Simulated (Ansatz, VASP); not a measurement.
## RbH3Pb in two plane-wave programs

Wanted: the spread between two codes on one cell, functional and k mesh. The cell is generated by rule, not measured, and may not be a known phase. Of the first pair: The cell is taken from a series of runs on this material, whose earlier steps may have relaxed, scaled, displaced or heated it; both programs get it as it stands.

Method: plane waves, with VASP 6.6.1 beside it; relaxation of cell and atoms at PBEsol, in Ansatz 0.2.0.

## Step 1: The structure

The structure is tetragonal, space group P4mm (No. 99). Conventional cell: a = 4.451 Å, b = 4.451 Å, c = 4.768 Å, α = 90.00°, β = 90.00°, γ = 90.00°. Rb has 8 H at 3.18 to 3.19 Å nearest. Nearest to Pb lie 5 H at 1.92 to 2.23 Å. Nearest to H lie 2 Pb at 2.23 Å and 6 H at 2.81 to 3.15 Å and 2 Rb at 3.18 Å. H has 2 Pb at 1.92 to 2.84 Å and 4 H at 2.81 Å and 4 Rb at 3.19 Å nearest. Farther neighbours are not listed.

## Step 2: Ansatz: relaxation of cell and atoms, PBEsol, pair 1

Ansatz runs on its PAW soft_1 files.

The relaxed volume is the usual yardstick between codes: in a stiff, nearly cubic crystal its relative difference is about their pressure difference at one cell divided by the bulk modulus.

input.yaml

```yaml
crystal:
  lattice:
    - [4.4506419238, 0.0, 0.0]
    - [0.0, 4.4506419238, 0.0]
    - [0.0, 0.0, 4.7677406208]
  atoms:
    - { symbol: Rb, position: [0.0, 0.0, 0.0060242047] }
    - { symbol: Pb, position: [0.5, 0.5, 0.4888142869] }
    - { symbol: H, position: [0.5, 0.0, 0.5309619615] }
    - { symbol: H, position: [0.5, 0.5, 0.8922826634] }
    - { symbol: H, position: [0.0, 0.5, 0.5309619615] }
kpoints:
  mp_grid: { grid: [8, 8, 6] }
hamiltonian:
  xc: pbesol
  pseudopotentials: { kind: paw, azcp: { folder: soft_1 }, xc_functional: pbe }
scf:
  occupations: { method: fixed }
output:
  forces: true
  stress: true
  eigenvalues: true
relax:
  adjacent_minimum: "off"
  f_tol: 0.001
  max_steps: 60
  cell: { stress_tol: 0.01 }
```

Command:

```console
$ ansatz run input.yaml --threads 4 --pin off --max-ram 16384MiB --backend cpu --events-out ev --progress --plain --runs-dir out
```

Numbers of over 12 decimals in the logs are rounded to 6 here.

What it wrote:

```text
Engine: ansatz 0.2.0, aarch64-unknown-linux-gnu
Pseudopotentials: kind: paw
Pseudopotential: Rb, paw, valence charge 9, recommended cutoff 420 eV (normal), soft_1/Rb.paw.azcp
Pseudopotential: Pb, paw, valence charge 14, recommended cutoff 420 eV (normal), soft_1/Pb.paw.azcp
Pseudopotential: H, paw, valence charge 1, recommended cutoff 420 eV (normal), soft_1/H.paw.azcp
Functional definition: PBEsol
  exchange = pbesol_x
  correlation = pbesol_c
Crystal: 5 atoms, lattice volume = 94.440 Å³
Basis set: ecut = 420 eV, 1831 PW (Γ), exchange–correlation on 60×60×64 points (8 copies of the dense FFT grid, shifted against one another)
Bands: 18, of which v1, the nominal top of the filled ones, is band 13 counted from 1 (12 counted from 0)
Symmetry: 8 space group operations
Space group: P4mm (ITA 99), of the structure as read, at distance tolerance 4.6e-5 Å
k-points: 60 of 384 (time reversal used)
Non-local potential: Rb, projectors of the file, l = 0: 3, l = 1: 2, l = 2: 2
Non-local potential: Pb, projectors of the file, l = 0: 2, l = 1: 2, l = 2: 2, l = 3: 1
Non-local potential: H, projectors of the file, l = 0: 2, l = 1: 1
PAW form: soft (Blöchl's): semilocal exchange-correlation on the pseudo side does not see the compensation charge
PAW frozen core: Rb, regenerated for the run's functional, and the local potential with it (the file was generated under x = pbe(κ = 0.804, μ = 0.219515), c = pbe(β = 0.066725))
PAW frozen core: Pb, regenerated for the run's functional, and the local potential with it (the file was generated under x = pbe(κ = 0.804, μ = 0.219515), c = pbe(β = 0.066725))
PAW one-centre angular grid: Rb, 110 points (default); XC on 64 Gauss nodes
PAW one-centre angular grid: Pb, 590 points (default); XC on 64 Gauss nodes
PAW one-centre angular grid: H, 110 points (default); XC on 64 Gauss nodes
Initial density: superposition of atomic densities (chi_scale 0.1, normalization cell, long waves kept (reshape's long-wave potential 0.00 eV rms))
Initial wavefunctions: pseudopotential atomic-orbital guess
Functional: x = pbesol(κ = 0.804, μ = 0.123457), c = pbesol(β = 0.046)
SCF iter   1: F=—  HF=-15022.159398 eV  |F-HF|=—  |Δ(HF+E_count)|=         —  Δρ=5.04e-2  dr2=3.47e0  ethr=3.10e-3  ⟨swp⟩=4.6  Hψ=5299  notcnv=0  defer=161
preconditioner: auto → Resta (q_TF=auto, 2.201 Å⁻¹)  ε∞=2.8  [insulator: Δε(μ)=0.651 eV  Ē_g=13.915 eV  n_scr=18 (ndim 8)  ℏωp=18.7 eV  f_vac=0.000  ε∞_Penn≈2.8]
SCF iter   2: F=—  HF=-15020.942177 eV  |F-HF|=—  |Δ(HF+E_count)|=    1.22e0  Δρ=1.84e-2  dr2=4.91e-1  ethr=3.10e-3  ⟨swp⟩=2.9  Hψ=2543  notcnv=0  defer=173
SCF iter   3: F=—  HF=-15020.770439 eV  |F-HF|=—  |Δ(HF+E_count)|=   1.72e-1  Δρ=4.34e-3  dr2=1.39e-2  ethr=1.89e-3  ⟨swp⟩=3.5  Hψ=1927  notcnv=0  defer=174
SCF iter   4: F=—  HF=-15020.774698 eV  |F-HF|=—  |Δ(HF+E_count)|=   4.26e-3  Δρ=1.14e-3  dr2=8.49e-4  ethr=5.34e-5  ⟨swp⟩=3.4  Hψ=1935  notcnv=0  defer=178
SCF iter   5: F=—  HF=-15020.775567 eV  |F-HF|=—  |Δ(HF+E_count)|=   8.70e-4  Δρ=1.61e-4  dr2=3.79e-5  ethr=3.27e-6  ⟨swp⟩=2.5  Hψ=1723  notcnv=0  defer=178
SCF iter   6: F=—  HF=-15020.775630 eV  |F-HF|=—  |Δ(HF+E_count)|=   6.27e-5  Δρ=4.78e-5  dr2=3.38e-6  ethr=1.46e-7  ⟨swp⟩=2.6  Hψ=1773  notcnv=0  defer=178
SCF iter   7: F=—  HF=-15020.775632 eV  |F-HF|=—  |Δ(HF+E_count)|=   2.18e-6  Δρ=1.15e-5  dr2=1.88e-7  ethr=1.30e-8  ⟨swp⟩=2.0  Hψ=1736  notcnv=0  defer=178
SCF iter   8: F=-15020.775632 eV  HF=-15020.775632 eV  |F-HF|=1.96e-10  |Δ(HF+E_count)|=   1.57e-7  Δρ=3.68e-6  dr2=1.07e-8  ethr=3.85e-10  ⟨swp⟩=12.8  Hψ=7208  notcnv=0
SCF 1 converged in 8 iterations: F = -15020.775632 eV  dr2 = 1.07e-8
  greatest PAW one-centre occupation: 0.980 electrons in one spin orbital (limit 2), on the Pb atom at site 1 (counted from 0), in its partial waves of l = 2
relax step   1: F+E_penalty+E_count = -15020.77563212 eV  Δ(F+E_penalty+E_count) = +0.000e0 eV  max|allowed force component| = 2.016e-2 eV/Å  Δτ_max = 0.0000 Å  P = +0.017 GPa  Ω = 94.440 Å³  (8 SCF iters, dr2 threshold 1.00e-7 eV, accepted)
[...]
relax step   2: F+E_penalty+E_count = -15020.77561335 eV  Δ(F+E_penalty+E_count) = +1.878e-5 eV  max|allowed force component| = 2.097e-2 eV/Å  Δτ_max = 0.0039 Å  P = +0.024 GPa  Ω = 94.594 Å³  energy of the carried Pulay correction = -4.543e-5 eV  (4 SCF iters, dr2 threshold 2.54e-8 eV, accepted)
[...]
relax step   3: F+E_penalty+E_count = -15020.77563483 eV  Δ(F+E_penalty+E_count) = -2.149e-5 eV  max|allowed force component| = 8.474e-4 eV/Å  Δτ_max = 0.0022 Å  P = +0.002 GPa  Ω = 94.612 Å³  energy of the carried Pulay correction = -5.073e-5 eV  (4 SCF iters, dr2 threshold 2.75e-8 eV, accepted)
[...]
relax step   4: F+E_penalty+E_count = -15020.77568689 eV  Δ(F+E_penalty+E_count) = -5.206e-5 eV  max|allowed force component| = 8.469e-4 eV/Å  Δτ_max = 0.0000 Å  P = +0.002 GPa  Ω = 94.612 Å³  stress off target by 8.95e-3 GPa  SCF on the basis re-selected at this cell (its energy is not comparable with the rows above)  (6 SCF iters)
basis re-selected at this cell: Δ(F+E_penalty+E_count) = -5.206e-5 eV, ΔP = +0.000 GPa vs the last step (what re-selecting the basis moved, of the pressure what is left beyond the Pulay correction that the steps carried, after the strain that the cell walked since its last selection, with what the two solves' SCF thresholds leave and, on support functions, any second-order correction that the steps lacked; it is no m [...]
SCF converged after 6 iterations
Free energy (F): -15020.775687 eV
Harris-Foulkes:  -15020.775687 eV  (|F-HF|=1.82e-12)
Internal energy: -15020.775687 eV  (E = F + TS)
E sigma→0 (E₀):  -15020.775687 eV
Fermi energy:    6.094249 eV
--- Per-component energies (eV) ---
  E_band       = -182.088693
  E_kinetic    = 512.494519
  E_local      = -1871.894950  (includes V_loc(G=0)·N_el)
  E_nonlocal   = 498.034988
  E_hartree    = 646.882415
  E_xc         = -352.391872
  E_vxc        = -299.862450  (∫ρ·V_xc dr)
  E_paw        = -12818.487013  (= ΣΔE_a)
  E_vpaw       = -314.623178  (= ΣTr[D̂ρ^β])
  E_aug_tail   = -0.002474  (compensation charges beyond the density's cutoff)
  E_ewald      = -1635.597142
  E_core_change = 0.185841  (= ΣΔE_core)
  E_smearing   = -0.000000  (= −TS)
  E_closure    = 0.000000  (closes the sum)
  Σ components = -15020.775687   (vs F -15020.775687, Δ=0.00e0)
--- Forces (eV/Å), atoms counted from 1 ---
  atom   1  Rb     0.00000000    -0.00000000    -0.00084679
  atom   2  Pb     0.00000000    -0.00000000    -0.00002537
  atom   3  H      0.00000000     0.00000000     0.00005896
  atom   4  H      0.00000000     0.00000000     0.00075486
  atom   5  H     -0.00000000    -0.00000000     0.00005896
  max |Σ_I F_I| component: 6.15e-7 eV/Å
--- Stress (GPa, compression-positive) ---
       -0.001692      -0.000000       0.000000
       -0.000000      -0.001692       0.000000
        0.000000       0.000000       0.008952
  P = ⅓ Tr σ = 0.0019 GPa (0.019 kbar)
--- Band table (eV; the first three rows and the last of 60) ---
  k-point 0: bands = [... 9 lower, -4.2899, 3.4020, 3.9277, 5.5911, 6.6004, 6.6004, 6.9266, 10.5345, ... 1 higher]
  k-point 1: bands = [... 9 lower, -4.1340, 2.6064, 3.9813, 5.6122, 6.5734, 6.5734, 8.1620, 10.0248, ... 1 higher]
  k-point 2: bands = [... 9 lower, -3.8084, 1.4702, 4.0973, 5.9043, 6.5155, 6.5155, 9.2785, 9.7934, ... 1 higher]
  k-point 59: bands = [... 9 lower, -2.4855, 1.0764, 1.0764, 1.5404, 9.1846, 9.3547, 9.3547, 12.0661, ... 1 higher]
--- Relaxed structure (3 steps of the walk, 3 accepted, 1 SCFs on fresh bases) ---
  F+E_penalty+E_count = -15020.77568689 eV   max|allowed force component| = 8.469e-4 eV/Å   (the final SCF, on the basis selected at the relaxed cell)
  cell:  # Å, volume = 94.6116 Å³
    - [4.452460, 0, 0]
    - [0, 4.452460, 0.0]
    - [0, 0.0, 4.772481]
  atoms:
    - { symbol: Rb, position: [0, 0, 0.00610913] }
    - { symbol: Pb, position: [0.5, 0.5, 0.489159] }
    - { symbol: H, position: [0.5, 0, 0.531142] }
    - { symbol: H, position: [0.5, 0.5, 0.891494] }
    - { symbol: H, position: [0, 0.5, 0.531142] }
```

In the SCF lines HF is the Harris–Foulkes energy and dr2 the Hartree energy of the density residual, in eV; the loop may stop once dr2 is under the threshold and the program's other checks hold. Hψ counts applications of the Hamiltonian.

[end of part 1 of 3]

[Lines on the potential files, build, host, timing and source positions are cut from VASP's logs without a mark.]

[Logs are printed without paths, hosts, clocks, repeated set-up lines and the standing remarks that a program may print on its own settings, such as how far it seeks lower states.]

[Hosts, paths, dates, database ids (printed as entryN), source tags and the programs' standing remarks are cut or masked in the printed files.]
